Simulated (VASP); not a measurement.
Computed with PBE GGA with D3 dispersion (zero damping), VASP's PBE PAW potentials (set 64) (plane waves; VASP).

The input files of a VASP run:

**POSCAR**
```
NiSi2
1
   -0.0000000000     2.6953484528     2.6953484528
    2.6953484528    -0.0000000000     2.6953484528
    2.6953484528     2.6953484528     0.0000000000
Si Ni
2 1
Direct
  0.2500000000   0.2500000000   0.2500000000
  0.7500000000   0.7500000000   0.7500000000
  0.0000000000   1.0000000000   0.0000000000
```

**KPOINTS**
```
Automatic mesh
0
Gamma
9 9 9
0 0 0
```

### INCAR
```
SYSTEM = NiSi2
PREC = Accurate; ENCUT = 520; LREAL = .False.
LASPH = .True.
EDIFF = 1E-6; NELM = 100; ALGO = Normal
LMAXMIX = 4
ISMEAR = 1; SIGMA = 0.1
GGA = PE; IVDW = 11
IBRION = 2; NSW = 60; ISIF = 3
EDIFFG = -0.02
LWAVE = .False.; LCHARG = .False.
```

POTCAR, in this order: Si Ni (PBE.64 set). Program: vasp_std.

Output of the run:

OSZICAR:
```
       N       E                     dE             d eps       ncg     rms          rms(c)
DAV:   1     0.694557060191E+02    0.69456E+02   -0.79198E+03   918   0.141E+03
DAV:   2    -0.152340283254E+02   -0.84690E+02   -0.79852E+02   930   0.247E+02
DAV:   3    -0.193217855264E+02   -0.40878E+01   -0.39602E+01  1191   0.617E+01
DAV:   4    -0.193997336990E+02   -0.77948E-01   -0.77860E-01  1058   0.801E+00
DAV:   5    -0.194017967342E+02   -0.20630E-02   -0.20607E-02  1213   0.135E+00    0.165E+01
DAV:   6    -0.239700760672E+02   -0.45683E+01   -0.53664E+01  1003   0.183E+02    0.249E+01
DAV:   7    -0.174535052452E+02    0.65166E+01   -0.16031E+01  1103   0.115E+02    0.397E+00
DAV:   8    -0.173972967495E+02    0.56208E-01   -0.22374E+00  1338   0.256E+01    0.265E+00
DAV:   9    -0.173517396476E+02    0.45557E-01   -0.27328E-01  1137   0.108E+01    0.572E-01
DAV:  10    -0.173508501013E+02    0.88955E-03   -0.86882E-03  1297   0.174E+00    0.272E-01
DAV:  11    -0.173509382727E+02   -0.88171E-04   -0.88699E-04  1183   0.325E-01    0.327E-02
DAV:  12    -0.173509701641E+02   -0.31891E-04   -0.61486E-05  1223   0.151E-01    0.238E-02
DAV:  13    -0.173509707414E+02   -0.57733E-06   -0.27713E-05  1117   0.112E-01    0.832E-03
DAV:  14    -0.173509710739E+02   -0.33251E-06   -0.16762E-06   883   0.118E-02
   1 F= -.18243721E+02 E0= -.18243955E+02  d E =-.182437E+02
       N       E                     dE             d eps       ncg     rms          rms(c)
DAV:   1    -0.173981136505E+02   -0.47143E-01   -0.32027E-01   995   0.126E+01    0.178E+00
DAV:   2    -0.174667524891E+02   -0.68639E-01   -0.75471E-01  1159   0.232E+01    0.284E+00
DAV:   3    -0.173637682419E+02    0.10298E+00   -0.36514E-01  1081   0.156E+01    0.341E-01
DAV:   4    -0.173628749904E+02    0.89325E-03   -0.87565E-03  1063   0.125E+00    0.579E-02
DAV:   5    -0.173628731101E+02    0.18803E-05   -0.27000E-04  1457   0.181E-01    0.328E-02
DAV:   6    -0.173628651781E+02    0.79319E-05   -0.10268E-05  1291   0.712E-02    0.848E-03
DAV:   7    -0.173628656688E+02   -0.49064E-06   -0.29678E-06   982   0.191E-02
   2 F= -.18244365E+02 E0= -.18244658E+02  d E =-.644302E-03
       N       E                     dE             d eps       ncg     rms          rms(c)
DAV:   1    -0.173633688868E+02   -0.50371E-03   -0.35031E-02  1013   0.414E+00    0.602E-01
DAV:   2    -0.173714757517E+02   -0.81069E-02   -0.88063E-02  1107   0.781E+00    0.943E-01
DAV:   3    -0.173595031283E+02    0.11973E-01   -0.39456E-02  1091   0.541E+00    0.873E-02
DAV:   4    -0.173594699480E+02    0.33180E-04   -0.10179E-03   965   0.220E-01    0.430E-02
DAV:   5    -0.173594451289E+02    0.24819E-04   -0.48174E-05  1242   0.173E-01    0.128E-02
DAV:   6    -0.173594445086E+02    0.62030E-06   -0.91847E-06  1381   0.485E-02
   3 F= -.18244657E+02 E0= -.18244938E+02  d E =-.936115E-03
```

OUTCAR:
```
------------------------ aborting loop because EDIFF is reached ----------------------------------------
 Edisp (eV)   -0.88521
  FORCE on cell =-STRESS in cart. coord.  units (eV):
  Direction    XX          YY          ZZ          XY          YZ          ZX
  --------------------------------------------------------------------------------------
  Total       0.00785     0.00785     0.00785     0.00000     0.00000    -0.00000
  in kB       0.31886     0.31886     0.31886     0.00000     0.00000    -0.00000
  external pressure =        0.32 kB  Pullay stress =        0.00 kB
  volume of cell :       39.45
      direct lattice vectors                 reciprocal lattice vectors
    -0.000000000  2.702015477  2.702015477    -0.185047053  0.185047053  0.185047053
     2.702015477 -0.000000000  2.702015477     0.185047053 -0.185047053  0.185047053
     2.702015477  2.702015477 -0.000000000     0.185047053  0.185047053 -0.185047053
 POSITION                                       TOTAL-FORCE (eV/Angst)
 -----------------------------------------------------------------------------------
      1.35101      1.35101      1.35101         0.000000      0.000000      0.000000
      4.05302      4.05302      4.05302        -0.000000     -0.000000     -0.000000
      0.00000      0.00000      0.00000         0.000000     -0.000000      0.000000
 -----------------------------------------------------------------------------------
    total drift:                               -0.000000     -0.000000      0.000000
  FREE ENERGIE OF THE ION-ELECTRON SYSTEM (eV)
  ---------------------------------------------------
  free  energy   TOTEN  =       -18.2446572234 eV

  energy  without entropy=      -18.2455003899  energy(sigma->0) =      -18.24493828

 reached required accuracy - stopping structural energy minimisation
```
(Selected blocks of OUTCAR.)

CONTCAR:
```
NiSi2
   1.00000000000000
    -0.0000000000000000    2.7020154770090743    2.7020154770090743
     2.7020154770090743   -0.0000000000000000    2.7020154770090743
     2.7020154770090743    2.7020154770090743   -0.0000000000000000
  Si              Ni
     2     1
Direct
     0.2500000000000000    0.2500000000000000    0.2500000000000000
     0.7500000000000000    0.7500000000000000    0.7500000000000000
     0.0000000000000000    0.0000000000000000    0.0000000000000000
```

The compound is NiSi2 in the fluorite structure. This run relaxes it. Symmetry was kept, so distortions that lower it aren't found. The start is the result of an earlier pass. The run is not spin-polarised, so no magnetic state was tried.
